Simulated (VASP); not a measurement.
Data:

```
CELL_PARAMETERS angstrom
      6.50118     0.00000     0.00000
      0.00000     6.50118     0.00000
      0.00000     0.00000     6.50118
ATOMIC_POSITIONS crystal
  Sb 0.62500 0.87500 0.12500
  Sb 0.12500 0.62500 0.87500
  Sb 0.62500 0.62500 0.62500
  Sb 0.37500 0.37500 0.37500
  Sb 0.87500 0.12500 0.62500
  Sb 0.87500 0.37500 0.12500
  Sb 0.12500 0.87500 0.37500
  Sb 0.37500 0.12500 0.87500
  Pt 0.00000 0.50000 0.50000
  Pt 0.50000 0.00000 0.50000
  Pt 0.00000 0.00000 0.00000
  Pt 0.50000 0.50000 0.00000
```

All values below come from LDA (Ceperley-Alder, Perdew-Zunger), VASP's LDA PAW potentials (set 64) (plane waves; VASP 6.6.1). Settings: EDIFF = 1E-03, 210 eV cut-off, 8×8×8 Γ-centred mesh, first-order Methfessel-Paxton smearing of 0.27 eV, potentials Sb Pt.

At this cut-off the stress carries a Pulay error, which pulls relaxed volumes low.  Energy and stress use the plane-wave basis of the starting cell.

Task: The ions, cell shape and volume are relaxed. What does this cell relax into?

Result: 
```
CELL_PARAMETERS angstrom
      6.38764     0.00000     0.00000
      0.00000     6.38764     0.00000
      0.00000     0.00000     6.38764
ATOMIC_POSITIONS crystal
  Sb 0.62569 0.87431 0.12569
  Sb 0.12569 0.62569 0.87431
  Sb 0.62569 0.62569 0.62569
  Sb 0.37431 0.37431 0.37431
  Sb 0.87431 0.12569 0.62569
  Sb 0.87431 0.37431 0.12569
  Sb 0.12569 0.87431 0.37431
  Sb 0.37431 0.12569 0.87431
  Pt 0.00000 0.50000 0.50000
  Pt 0.50000 0.00000 0.50000
  Pt 0.00000 0.00000 0.00000
  Pt 0.50000 0.50000 0.00000
```
Space group Pa-3 (205), at a tolerance of 0.03 Å.

Task: How do energy and volume change from the first to the last step?

Result: The energy (σ→0) changes by -28.8 meV/atom and the volume by -5.1 %, in 13 ionic steps.

The structure is a typed PtSb2 crystal. This run relaxes it. Symmetry was kept, so distortions that lower it aren't found. The run is one of a series of settings (EDIFF = 1E-03, EDIFFG = -0.01, ENCUT = 210, GGA removed, IBRION = 2, ISIF = 3, ISMEAR = 1, NSW = 50, SIGMA = 0.272, KPOINTS 8×8×8 Γ-centred mesh, POTCAR Sb Pt (LDA.64 set) against the base run), some of them coarse on purpose.
